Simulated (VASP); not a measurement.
Input:

```
CELL_PARAMETERS angstrom
      0.00000     2.97924     2.97924
      2.97924     0.00000     2.97924
      2.97924     2.97924     0.00000
ATOMIC_POSITIONS crystal
  Al 0.25000 0.25000 0.25000
  Al 0.75000 0.75000 0.75000
  Au 0.00000 0.00000 0.00000
```

Method: LDA (Ceperley-Alder, Perdew-Zunger), VASP's LDA PAW potentials (set 64) (plane waves; VASP 6.6.1). Numerical set-up: 500 eV cut-off, 9×9×9 Γ-centred mesh, first-order Methfessel-Paxton smearing of 0.10 eV, potentials Al Au.

Energy and stress use the plane-wave basis of the starting cell.

Problem. The ions, cell shape and volume at an external pressure of 5.0 GPa are relaxed. Predict the relaxed structure.

Solution. 
```
CELL_PARAMETERS angstrom
      0.00000     2.94274     2.94274
      2.94274     0.00000     2.94274
      2.94274     2.94274     0.00000
ATOMIC_POSITIONS crystal
  Al 0.25000 0.25000 0.25000
  Al 0.75000 0.75000 0.75000
  Au 0.00000 0.00000 0.00000
```
Space group Fm-3m (225), at a tolerance of 0.03 Å.

Problem. How do energy and volume change from the first to the last step?

Solution. The energy (σ→0) changes by +9.6 meV/atom and the volume by -3.6 %, in 3 ionic steps.

The compound is AuAl2 in the fluorite structure. This run relaxes it under an external pressure of 5 GPa. Symmetry was kept, so distortions that lower it aren't found. The electron count is odd and the run is not spin-polarised, which forces a metal.
